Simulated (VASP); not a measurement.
These are G0W0 on PBE orbitals, VASP's PBE PAW potentials (set 64) (plane waves; VASP 6.6.1) values and carry that method's errors.

A VASP calculation is set up with these files.

### INCAR
```
! general
SYSTEM       =  MgSe
PREC         =  Normal
ENCUT        =  500
LREAL        =  F
LASPH        =  T
NBANDS       =  160

! electronic loop
ALGO         =  EVGW0

! smearing
ISMEAR       =  0
SIGMA        =  0.01

! functional
GGA          =  PE

! output
LWAVE        =  F
LCHARG       =  F

! other
NELMGW       =  1
NOMEGA       =  64
ENCUTGW      =  200
NBANDSGW     =  16
LSPECTRALGW  =  T
```

**POSCAR**
```
MgSe
1
    0.0000000000     2.7300000000     2.7300000000
    2.7300000000     0.0000000000     2.7300000000
    2.7300000000     2.7300000000     0.0000000000
Mg Se
1 1
Direct
  0.0000000000   0.0000000000   0.0000000000
  0.5000000000   0.5000000000   0.5000000000
```

File KPOINTS:
```
kpoints
0
G
  4 4 4
```

POTCAR, in this order: Mg_sv_GW Se_GW (PBE.64 set). Program: vasp_std. Read from the step before: WAVECAR, WAVEDER.

The run wrote:

**OSZICAR**
```
energies w=
    0.000    0.000    0.825    0.000    1.648    0.000    2.467    0.000
    3.281    0.000    4.089    0.000    4.888    0.000    5.679    0.000
    6.459    0.000    7.230    0.000    7.990    0.000    8.739    0.000
    9.478    0.000   10.208    0.000   10.928    0.000   11.640    0.000
   12.345    0.000   13.043    0.000   13.735    0.000   14.424    0.000
   15.109    0.000   15.793    0.000   16.477    0.000   17.162    0.000
   17.850    0.000   18.543    0.000   19.243    0.000   19.951    0.000
   20.670    0.000   21.402    0.000   22.149    0.000   22.913    0.000
   23.699    0.000   24.508    0.000   25.344    0.000   26.212    0.000
   27.115    0.000   28.058    0.000   29.048    0.000   30.090    0.000
   31.192    0.000   32.362    0.000   33.610    0.000   34.948    0.000
   36.389    0.000   37.949    0.000   39.650    0.000   41.513    0.000
   43.568    0.000   45.850    0.000   48.405    0.000   51.289    0.000
   54.573    0.000   58.354    0.000   62.756    0.000   67.950    0.000
   74.174    0.000   81.767    0.000   91.236    0.000  103.368    0.000
  119.453    0.000  141.771    0.000  174.760    0.000  228.361    0.000
NQ=   1    0.0000    0.0000    0.0000,
 performed        196000 updates of chi_q(r,r)
NQ=   2    0.2500    0.0000    0.0000,
 performed        576000 updates of chi_q(r,r)
NQ=   3    0.5000    0.0000    0.0000,
 performed        864000 updates of chi_q(r,r)
NQ=   4    0.2500    0.2500    0.0000,
 performed       1209000 updates of chi_q(r,r)
NQ=   5    0.5000    0.2500    0.0000,
 performed       1671000 updates of chi_q(r,r)
NQ=   6   -0.2500    0.2500    0.0000,
 performed       2082000 updates of chi_q(r,r)
NQ=   7    0.5000    0.5000    0.0000,
 performed       2350000 updates of chi_q(r,r)
NQ=   8   -0.2500    0.5000    0.2500,
 performed       2700000 updates of chi_q(r,r)
 resolving degeneracies of screened two electron integrals
```

OUTCAR:
```


 k-point   1 :       0.0000    0.0000    0.0000
  band No.  KS-energies  QP-energies   sigma(KS)   V_xc(KS)     V^pw_x(r,r')   Z            occupation Imag(sigma)

      1     -71.9130     -81.5427     -47.1659     -33.7315     -56.4691       0.7168       2.0000       0.7561
      2     -38.6695     -44.3316     -40.7910     -33.1153     -48.6185       0.7377       2.0000       0.4930
      3     -38.6695     -44.3316     -40.7910     -33.1153     -48.6185       0.7377       2.0000       0.4930
      4     -38.6695     -44.3316     -40.7910     -33.1153     -48.6185       0.7377       2.0000       0.4930
      5      -9.4233     -10.5257     -13.6971     -12.1618     -19.8360       0.7181       2.0000       1.7433
      6       3.4914       2.5468     -13.5181     -12.3010     -14.9599       0.7761       2.0000       0.2227
      7       3.4914       2.5468     -13.5181     -12.3010     -14.9599       0.7761       2.0000       0.2227
      8       3.4914       2.5468     -13.5181     -12.3010     -14.9599       0.7761       2.0000       0.2227
      9       6.0343       6.5053      -9.8776     -10.4690      -6.0178       0.7965       0.0000      -0.2340
     10      10.8799      11.1752      -8.3136      -8.6872      -3.9435       0.7905       0.0000      -0.3236
     11      10.8799      11.1752      -8.3136      -8.6872      -3.9435       0.7905       0.0000      -0.3236
     12      10.8799      11.1752      -8.3136      -8.6872      -3.9435       0.7905       0.0000      -0.3236
     13      13.4286      13.8436      -9.1115      -9.6427      -4.2874       0.7813       0.0000      -0.4470
     14      13.4286      13.8436      -9.1115      -9.6427      -4.2874       0.7813       0.0000      -0.4470
     15      14.4388      14.5193      -7.0375      -7.1406      -1.8417       0.7806       0.0000      -0.5837
     16      14.6979      15.1233      -9.4850     -10.0369      -3.8166       0.7707       0.0000      -0.7510

 k-point   2 :       0.2500    0.0000    0.0000
  band No.  KS-energies  QP-energies   sigma(KS)   V_xc(KS)     V^pw_x(r,r')   Z            occupation Imag(sigma)

      1     -71.9123     -81.6809     -47.1657     -33.7313     -56.4688       0.7271       2.0000       0.7561
      2     -38.6702     -44.3261     -40.7900     -33.1131     -48.6166       0.7368       2.0000       0.4932
      3     -38.6702     -44.3261     -40.7900     -33.1131     -48.6166       0.7368       2.0000       0.4932
      4     -38.6702     -44.3261     -40.7900     -33.1131     -48.6166       0.7368       2.0000       0.4932
      5      -8.9344      -9.9861     -13.8695     -12.4119     -19.8760       0.7216       2.0000       1.6541
      6       0.4792      -0.5528     -12.3643     -11.0091     -14.4537       0.7616       2.0000       0.3442
      7       3.1732       2.2056     -13.3126     -12.0637     -14.8128       0.7748       2.0000       0.2310
      8       3.1732       2.2056     -13.3126     -12.0637     -14.8128       0.7748       2.0000       0.2310
      9       7.5781       7.9588      -9.2641      -9.7428      -5.2820       0.7953       0.0000      -0.2586
     10      10.5381      10.9279      -9.0715      -9.5673      -4.6394       0.7863       0.0000      -0.3451
     11      10.5381      10.9279      -9.0715      -9.5673      -4.6394       0.7863       0.0000      -0.3451
     12      11.2230      11.6509      -9.9017     -10.4512      -5.2383       0.7787       0.0000      -0.3879
     13      13.0416      13.3965      -8.7307      -9.1842      -3.8656       0.7825       0.0000      -0.4550
     14      13.0416      13.3965      -8.7307      -9.1842      -3.8656       0.7825       0.0000      -0.4550
     15      13.4565      13.8071      -8.6376      -9.0898      -3.2708       0.7753       0.0000      -0.6016
     16      18.9461      19.1591      -7.6858      -7.9557      -2.0722       0.7891       0.0000      -0.9036

 k-point   3 :       0.5000    0.0000    0.0000
  band No.  KS-energies  QP-energies   sigma(KS)   V_xc(KS)     V^pw_x(r,r')   Z            occupation Imag(sigma)

      1     -71.9139     -81.5388     -47.1661     -33.7326     -56.4700       0.7165       2.0000       0.7563
      2     -38.6728     -44.2522     -40.7864     -33.1048     -48.6104       0.7263       2.0000       0.4945
      3     -38.6699     -44.3306     -40.7903     -33.1142     -48.6171       0.7374       2.0000       0.4928
      4     -38.6699     -44.3306     -40.7903     -33.1142     -48.6171       0.7374       2.0000       0.4928
      5      -8.3029      -9.2746     -14.1944     -12.8428     -20.0224       0.7189       2.0000       1.5250
      6      -1.4479      -2.6136     -11.8668     -10.3080     -14.7145       0.7479       2.0000       0.5161
      7       2.9108       1.9195     -13.1875     -11.9053     -14.7607       0.7732       2.0000       0.2404
      8       2.9108       1.9195     -13.1875     -11.9053     -14.7607       0.7732       2.0000       0.2404
      9       7.2914       7.6085      -8.7379      -9.1346      -4.8526       0.7993       0.0000      -0.2501
     10       9.5678       9.9619      -9.1915      -9.6911      -4.9457       0.7888       0.0000      -0.3119
     11       9.5678       9.9619      -9.1915      -9.6911      -4.9457       0.7888       0.0000      -0.3119
     12      12.0669      12.5468      -9.8879     -10.5103      -4.5686       0.7710       0.0000      -0.5411
     13      14.8919      15.2596      -9.2745      -9.7539      -3.7842       0.7671       0.0000      -0.6524
     14      17.3272      17.6340      -8.2276      -8.6203      -2.4964       0.7813       0.0000      -0.8591
     15      17.3272      17.6340      -8.2276      -8.6203      -2.4964       0.7813       0.0000      -0.8591
     16      17.7132      18.1531      -9.6170     -10.1797      -4.0968       0.7817       0.0000      -0.7584

 k-point   4 :       0.2500    0.2500    0.0000
  band No.  KS-energies  QP-energies   sigma(KS)   V_xc(KS)     V^pw_x(r,r')   Z            occupation Imag(sigma)

      1     -71.9124     -81.6552     -47.1656     -33.7315     -56.4688       0.7252       2.0000       0.7561
      2     -38.6704     -44.3127     -40.7896     -33.1124     -48.6164       0.7349       2.0000       0.4934
      3     -38.6704     -44.3127     -40.7896     -33.1124     -48.6164       0.7349       2.0000       0.4934
      4     -38.6704     -44.3127     -40.7896     -33.1124     -48.6164       0.7349       2.0000       0.4934
      5      -8.7816      -9.8148     -13.9155     -12.4850     -19.8799       0.7222       2.0000       1.6267
      6       0.7528      -0.2513     -12.4136     -11.0978     -14.3851       0.7631       2.0000       0.3238
      7       2.4549       1.4499     -13.0288     -11.7248     -14.7002       0.7707       2.0000       0.2545
      8       2.4549       1.4499     -13.0288     -11.7248     -14.7002       0.7707       2.0000       0.2545
      9       7.5139       7.9015      -9.7946     -10.2845      -5.8001       0.7912       0.0000      -0.2661
     10       8.5892       8.7899      -7.9151      -8.1665      -3.8735       0.7985       0.0000      -0.2721
     11      10.8799      11.3746      -9.9856     -10.6222      -5.3440       0.7772       0.0000      -0.3794
     12      13.0582      13.4720      -9.3601      -9.8921      -4.4324       0.7778       0.0000      -0.4705
     13      13.0582      13.4720      -9.3601      -9.8921      -4.4324       0.7778       0.0000      -0.4705
     14      14.4256      14.8564      -9.2291      -9.7804      -4.1987       0.7814       0.0000      -0.5235
     15      16.8600      17.3144      -8.9171      -9.4999      -3.2143       0.7798       0.0000      -0.8449
     16      16.8600      17.3144      -8.9171      -9.4999      -3.2143       0.7798       0.0000      -0.8449

 k-point   5 :       0.5000    0.2500    0.0000
  band No.  KS-energies  QP-energies   sigma(KS)   V_xc(KS)     V^pw_x(r,r')   Z            occupation Imag(sigma)

      1     -71.9127     -81.6211     -47.1657     -33.7319     -56.4691       0.7227       2.0000       0.7562
      2     -38.6711     -44.2946     -40.7886     -33.1103     -48.6148       0.7324       2.0000       0.4937
      3     -38.6711     -44.2946     -40.7886     -33.1103     -48.6148       0.7324       2.0000       0.4937
      4     -38.6711     -44.2946     -40.7886     -33.1103     -48.6148       0.7324       2.0000       0.4937
      5      -8.1606      -9.1158     -14.2253     -12.8999     -20.0104       0.7207       2.0000       1.4981
      6      -0.6695      -1.7960     -12.0260     -10.5285     -14.5807       0.7523       2.0000       0.4379
      7       1.1908       0.1471     -12.3764     -11.0126     -14.2949       0.7653       2.0000       0.3038
      8       2.2271       1.2050     -12.9468     -11.6191     -14.6813       0.7698       2.0000       0.2635
      9       6.9944       7.3259      -9.2917      -9.7088      -5.4061       0.7947       0.0000      -0.2525
     10       9.7658      10.0763      -9.2851      -9.6796      -5.0373       0.7873       0.0000      -0.3105
     11      11.5855      11.9880      -9.1838      -9.6997      -4.4547       0.7802       0.0000      -0.4028
     12      11.6970      12.1450      -9.5596     -10.1346      -4.8479       0.7791       0.0000      -0.4115
     13      15.0067      15.5681     -10.2384     -10.9699      -4.5784       0.7676       0.0000      -0.7305
     14      17.2410      17.5704      -8.2662      -8.6872      -2.6213       0.7823       0.0000      -0.8272
     15      17.5975      17.9590      -8.7776      -9.2399      -3.1956       0.7819       0.0000      -0.7930
     16      18.6894      19.1289      -9.2355      -9.7960      -3.4268       0.7841       0.0000      -0.9279

 k-point   6 :      -0.2500    0.2500    0.0000
  band No.  KS-energies  QP-energies   sigma(KS)   V_xc(KS)     V^pw_x(r,r')   Z            occupation Imag(sigma)

      1     -71.9125     -81.6469     -47.1657     -33.7317     -56.4690       0.7246       2.0000       0.7562
      2     -38.6708     -44.3089     -40.7889     -33.1110     -48.6151       0.7343       2.0000       0.4935
      3     -38.6708     -44.3089     -40.7889     -33.1110     -48.6151       0.7343       2.0000       0.4935
      4     -38.6708     -44.3089     -40.7889     -33.1110     -48.6151       0.7343       2.0000       0.4935
      5      -8.3605      -9.3399     -14.1268     -12.7657     -19.9720       0.7196       2.0000       1.5400
...
```
(Selected blocks of OUTCAR.)

The mesh is coarse and the basis finite, so the quasiparticle values are not converged. VASP warned that its frequency grid is unfit for quasiparticle energies.

The compound is MgSe in the rock salt structure. The cell was not relaxed at this level. The k-mesh is coarse (spacing up to 0.50 per Å, 2π included), so the numbers may not be converged in it.
